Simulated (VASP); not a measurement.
TePb (e600):

```
CELL_PARAMETERS angstrom
0.00000 3.23100 3.23100
3.23100 0.00000 3.23100
3.23100 3.23100 0.00000
ATOMIC_POSITIONS crystal
Te 0.50000 0.50000 0.50000
Pb 0.00000 0.00000 0.00000
```

```yaml
Program: VASP 6.6.1
Task: relaxation of cell and atoms
Functional: PBE
Potentials_or_basis: VASP PAW PBE potentials, release 64 (Te, Pb_d)
Cutoff: 600 eV
k_mesh: 8 × 8 × 8
Occupations: gaussian, width 0.02 eV
Spin: no spin polarisation
```

At the start: pressure 2.1 GPa; volume 33.73 Å³/atom.

Task: Where does the relaxation end?

Result: Over 3 steps the energy falls by 10.7 meV/atom and the volume is 35.42 Å³/atom (+5.0 %); space group Fm-3m (No. 225, to 0.05 Å).

Step by step:
```
step  energy change (eV)  largest force (eV/Å)  pressure (GPa)  volume (Å³)
   1              0.0000                0.0000            2.10        67.46
   2             -0.0196                0.0000           -0.55        71.87
   3             -0.0214                0.0000            0.00        70.84
```

Final structure:
```
Te Pb
1.0
     0.00000    3.28409    3.28409
     3.28409    0.00000    3.28409
     3.28409    3.28409    0.00000
Te Pb
1 1
Direct
  0.50000 0.50000 0.50000
  0.00000 0.00000 0.00000
```
